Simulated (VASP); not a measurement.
A cell of Ni (fcc) near equilibrium:

```yaml
crystal:
  lattice:
    - [0.00000, 1.73813, 1.73813]
    - [1.73813, 0.00000, 1.73813]
    - [1.73813, 1.73813, 0.00000]
  atoms:
    - { symbol: Ni, position: [0.00000, 0.00000, 0.00000], spin: 0.8 }
```

These are r2SCAN meta-GGA, VASP's PBE PAW potentials (set 64) (plane waves; VASP 6.6.1) values and carry that method's errors.

| run | ΔE (meV/atom) | σxx | σyy | σzz | largest shear component, with its sign (GPa) | largest force (eV/Å) | moment (μB) |
|---|---|---|---|---|---|---|---|
| as it is | 0.0 | 0.92 | 0.92 | 0.92 | 0.00 | 0.000 | 0.75 |
| after one change | 1.7 | 4.11 | 2.73 | 2.73 | 0.00 | 0.000 | 0.75 |
Stress is in GPa, positive when the cell is compressed.

Task: Which change was made?
A) biaxial strain of +1.0 % in the xz plane
B) uniaxial strain of -1.0 % along x
C) isotropic strain of +0.5 %
D) biaxial strain of -0.5 % in the xy plane

Result: B, uniaxial strain of -1.0 % along x

The compound is Ni in the fcc structure. The spin order is the one that the start imposed; others were not tried in this run.
